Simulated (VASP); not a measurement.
Data:

```
CELL_PARAMETERS angstrom
      0.00000     3.29002     3.29002
      3.29002     0.00000     3.29002
      3.29002     3.29002     0.00000
ATOMIC_POSITIONS crystal
  Sr 0.00000 0.00000 0.00000
  Te 0.50000 0.50000 0.50000
```

Calculation: TPSS meta-GGA, VASP's PBE PAW potentials (set 64) (plane waves; VASP). Settings: 520 eV cut-off, 7×7×7 Γ-centred mesh, Gaussian smearing of 0.050 eV, potentials Sr_sv Te.

Task: Predict the energy per atom (σ→0), pressure.

Result: 
The energy per atom (σ→0) is -12.526 eV/atom and the pressure is 2.31 GPa.

Total energies compare only between runs with the same potentials, cut-off and functional.

The compound is SrTe in the rock salt structure. This cell is one point of a volume scan, at 0.94 of the reference volume.
